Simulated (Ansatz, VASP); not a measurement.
# Na3SI in VASP and in Ansatz

The input INCAR:

```
SYSTEM = Na3SI
PREC     = Accurate       ! precision mode
ENCUT    = 520            ! plane-wave cutoff, eV
EDIFF    = 1E-6           ! SCF threshold, eV
ISMEAR   = 0              ! smearing method
SIGMA    = 0.02           ! smearing width, eV
LREAL    = .False.        ! projectors in reciprocal space
LASPH    = .True.         ! aspherical terms in the spheres
NELM     = 100            ! most SCF steps
ALGO     = Normal         ! electronic algorithm
ISIF     = 2              ! what is computed and relaxed
LWAVE    = .False.        ! write WAVECAR
LCHARG   = .False.        ! write CHGCAR
GGA      = PE             ! functional
NBANDS   = 25             ! bands
```

KPOINTS

```
Automatic mesh
0
Gamma
  4 4 4
  0 0 0
```

POSCAR

```
Na3SI
1.0
    5.3049000000      0.0000000000      0.0000000000
    0.0000000000      5.3049000000      0.0000000000
    0.0000000000      0.0000000000      5.3049000000
I S Na
1 1 3
Direct
    0.0000000000      0.0000000000      0.0000000000
    0.5000000000      0.5000000000      0.5000000000
    0.5000000000      0.5000000000      0.0000000000
    0.5000000000      0.0000000000      0.5000000000
    0.0000000000      0.5000000000      0.5000000000
```

Input for Ansatz:

```yaml
crystal:
  lattice:
    - [5.3049, 0.0, 0.0]
    - [0.0, 5.3049, 0.0]
    - [0.0, 0.0, 5.3049]
  atoms:
    - { symbol: I, position: [0.0, 0.0, 0.0] }
    - { symbol: S, position: [0.5, 0.5, 0.5] }
    - { symbol: Na, position: [0.5, 0.5, 0.0] }
    - { symbol: Na, position: [0.5, 0.0, 0.5] }
    - { symbol: Na, position: [0.0, 0.5, 0.5] }
basis:
  ecutwfc: 420
kpoints:
  mp_grid: { grid: [4, 4, 4] }
hamiltonian:
  xc: pbe
scf:
  occupations: { method: gaussian, width: 0.02 }
output:
  forces: true
  stress: true
  eigenvalues: true
```

Alike in both runs: task single point; functional PBE; k mesh 4 × 4 × 4; occupations gaussian, width 0.02 eV; no spin polarisation.

```csv
,VASP,Ansatz
version,VASP 6.6.1,Ansatz 0.2.0
potentials or method,"VASP PAW PBE potentials, release 64 (I, S, Na_pv)","scalar-relativistic, plane waves, PAW"
plane-wave cutoff (eV),520,420
valence electrons in the cell,34,50
```

|  | VASP | Ansatz | Ansatz less VASP |
| --- | --- | --- | --- |
| gap on the k mesh at the Fermi level (eV) | 2.51 | 2.51 | +0.008 |
| least direct gap on the mesh (eV) | 2.51 | 2.51 | +0.008 |
| pressure (GPa) | 0.2 | 0.2 | -0.02 |

The two sets of potentials don't hold the same shells in valence.

Caveats: spin-orbit coupling is left out, which moves the levels of the heavy elements. A hybrid or GW would open this gap; PBE tends to underestimate it.
